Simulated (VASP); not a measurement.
Data:

```
SnO2
1.0
    4.82897     0.00000     0.00000
    0.00000     4.82897     0.00000
    0.00000     0.00000     3.24485
Sn O
2 4
Direct
  0.50000   0.50000   0.50000
  0.00000   0.00000   0.00000
  0.19350   0.80650   0.50000
  0.80650   0.19350   0.50000
  0.69350   0.69350   0.00000
  0.30650   0.30650   0.00000
```

All values below come from modified Becke-Johnson potential (mBJ) with spin-orbit coupling, VASP's PBE PAW potentials (set 64) (plane waves; VASP 6.6.1). Run with 500 eV cut-off, 4×4×6 Γ-centred mesh, Gaussian smearing of 0.050 eV, potentials Sn_d O.

mBJ is a potential without an energy functional, so only the levels count.

Task: Give the energies of bands 41 to 54 at the high-symmetry points, in eV from the valence-band maximum.

Result: 
```json
[
 {"band": "41", "Γ": "-1.61", "X": "-1.60", "M": "-1.57", "Z": "-2.14", "R": "-1.36", "A": "-2.00"},
 {"band": "42", "Γ": "-1.61", "X": "-1.60", "M": "-1.57", "Z": "-2.14", "R": "-1.36", "A": "-2.00"},
 {"band": "43", "Γ": "-0.97", "X": "-1.60", "M": "-1.57", "Z": "-2.14", "R": "-1.35", "A": "-2.00"},
 {"band": "44", "Γ": "-0.97", "X": "-1.60", "M": "-1.57", "Z": "-2.14", "R": "-1.35", "A": "-2.00"},
 {"band": "45", "Γ": "-0.96", "X": "-0.95", "M": "-1.02", "Z": "-1.28", "R": "-0.92", "A": "-0.80"},
 {"band": "46", "Γ": "-0.96", "X": "-0.95", "M": "-1.02", "Z": "-1.28", "R": "-0.92", "A": "-0.80"},
 {"band": "47", "Γ": "-0.72", "X": "-0.95", "M": "-1.02", "Z": "-1.28", "R": "-0.91", "A": "-0.80"},
 {"band": "48", "Γ": "-0.72", "X": "-0.95", "M": "-1.02", "Z": "-1.28", "R": "-0.91", "A": "-0.80"},
 {"band": "49", "Γ": "-0.70", "X": "-0.52", "M": "-0.76", "Z": "-1.04", "R": "-0.53", "A": "-0.74"},
 {"band": "50", "Γ": "-0.70", "X": "-0.52", "M": "-0.76", "Z": "-1.04", "R": "-0.53", "A": "-0.74"},
 {"band": "51", "Γ": "0.00", "X": "-0.52", "M": "-0.76", "Z": "-1.04", "R": "-0.53", "A": "-0.74"},
 {"band": "52", "Γ": "0.00", "X": "-0.52", "M": "-0.76", "Z": "-1.04", "R": "-0.53", "A": "-0.74"},
 {"band": "53", "Γ": "2.48", "X": "5.49", "M": "5.95", "Z": "7.23", "R": "7.54", "A": "6.12"},
 {"band": "54", "Γ": "2.48", "X": "5.49", "M": "5.95", "Z": "7.23", "R": "7.54", "A": "6.12"}
]
```

The gap is direct, 2.48 eV, from the valence maximum at Γ to the conduction minimum at Γ.

The structure comes from a computed database's SnO2 entry (P4_2/mnm); how it stands against other phases isn't given here. It was relaxed first. The cell's shape comes from a PBE relaxation.
